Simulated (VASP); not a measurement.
Calculation: PBE GGA, VASP's PBE PAW potentials (set 64) (plane waves; VASP).

The input files of a VASP run:

File KPOINTS:
```
Automatic mesh
0
Gamma
20 20 1
0 0 0
```

**INCAR**
```
ALGO = Normal
EDIFF = 1E-6
ENCUT = 300
GGA = PE
ISIF = 2
ISMEAR = 1
LASPH = T
LCHARG = F
LMAXMIX = 6
LREAL = F
LWAVE = F
NELM = 100
PREC = Accurate
SIGMA = 0.05
SYSTEM = PtSe2
```

**POSCAR**
```
PtSe2
33.9640760
  0.1079867151   0.0000000000   0.0000000000
 -0.0539933723   0.0935192525   0.0000000000
  0.0000000000   0.0000000000   0.5000000000
Pt Se
1 2
Direct
  0.0000000000   0.0000000000   0.5000000000
  0.3333330000   0.6666670000   0.5878000000
  0.6666670000   0.3333330000   0.4122000000
```

POTCAR, in this order: Pt Se (PBE.64 set). Program: vasp_std.

The resulting files:

**OSZICAR**
```
       N       E                     dE             d eps       ncg     rms          rms(c)
DAV:   1     0.128310479214E+03    0.12831E+03   -0.61555E+03  1328   0.724E+02
DAV:   2    -0.389270887412E+01   -0.13220E+03   -0.12879E+03  1986   0.169E+02
DAV:   3    -0.147274949547E+02   -0.10835E+02   -0.10690E+02  1621   0.593E+01
DAV:   4    -0.148881006731E+02   -0.16061E+00   -0.16089E+00  1691   0.813E+00
DAV:   5    -0.148911207967E+02   -0.30201E-02   -0.30199E-02  1803   0.104E+00    0.108E+01
DAV:   6    -0.143131776156E+02    0.57794E+00   -0.47319E+00  1432   0.224E+01    0.673E+00
DAV:   7    -0.140922562315E+02    0.22092E+00   -0.11784E+00  1509   0.118E+01    0.303E+00
DAV:   8    -0.140694347385E+02    0.22821E-01   -0.85503E-02  1838   0.239E+00    0.747E-01
DAV:   9    -0.140664387234E+02    0.29960E-02   -0.16756E-02  1719   0.135E+00    0.239E-01
DAV:  10    -0.140663738712E+02    0.64852E-04   -0.36257E-03  1852   0.517E-01    0.755E-02
DAV:  11    -0.140663563805E+02    0.17491E-04   -0.12217E-04  1656   0.125E-01    0.334E-02
DAV:  12    -0.140663607051E+02   -0.43246E-05   -0.70472E-05  1614   0.472E-02    0.176E-02
DAV:  13    -0.140663666673E+02   -0.59622E-05   -0.13307E-05  1810   0.333E-02    0.599E-03
DAV:  14    -0.140663972801E+02   -0.30613E-04   -0.95336E-06  1481   0.133E-02    0.557E-03
DAV:  15    -0.140664161723E+02   -0.18892E-04   -0.67433E-06  1579   0.864E-03    0.237E-03
DAV:  16    -0.140664383628E+02   -0.22190E-04   -0.14133E-06  1334   0.743E-03    0.124E-03
DAV:  17    -0.140664586560E+02   -0.20293E-04   -0.64258E-07  1276   0.335E-03    0.926E-04
DAV:  18    -0.140664680784E+02   -0.94224E-05   -0.24842E-07  1199   0.230E-03    0.338E-04
DAV:  19    -0.140664705674E+02   -0.24890E-05   -0.62542E-08  1283   0.968E-04    0.139E-04
DAV:  20    -0.140664713349E+02   -0.76747E-06   -0.22308E-08  1283   0.494E-04
   1 F= -.14066471E+02 E0= -.14066573E+02  d E =0.305520E-03
```

OUTCAR:
```
------------------------ aborting loop because EDIFF is reached ----------------------------------------
  FORCE on cell =-STRESS in cart. coord.  units (eV):
  Direction    XX          YY          ZZ          XY          YZ          ZX
  --------------------------------------------------------------------------------------
  Total       -1.4228332     -1.4228336     -4.2554796      0.0000002      0.0000000      0.0000000
  in kB      -11.5229528    -11.5229563    -34.4634159      0.0000018      0.0000000      0.0000000
  external PRESSURE =     -19.1697750 kB  Pullay stress =       0.0000000 kB
  volume of cell :      197.83
      direct lattice vectors                 reciprocal lattice vectors
     3.667669000  0.000000000  0.000000000     0.272652739  0.157416152  0.000000000
    -1.833835000  3.176295000  0.000000000     0.000000000  0.314832218  0.000000000
     0.000000000  0.000000000 16.982038000     0.000000000  0.000000000  0.058885747
 POSITION                                       TOTAL-FORCE (eV/Angst)
 -----------------------------------------------------------------------------------
      0.00000      0.00000      8.49102         0.000000      0.000000     -0.000000
     -0.00000      2.11753      9.98204         0.000000      0.000000     -1.402073
      1.83384      1.05876      7.00000        -0.000000      0.000000      1.402073
 -----------------------------------------------------------------------------------
    total drift:                               -0.000000     -0.000000      0.000000
  FREE ENERGIE OF THE ION-ELECTRON SYSTEM (eV)
  ---------------------------------------------------
  free  energy   TOTEN  =       -14.0664713349 eV

  energy  without entropy=      -14.0667768548  energy(sigma->0) =      -14.06657317
```
(Selected blocks of OUTCAR.)

At this cut-off the stress carries a Pulay error, which pulls relaxed volumes low. The cell holds a wide vacuum, so values per volume refer to the whole cell.

The cell is a sheet with vacuum, built from a generated structure.
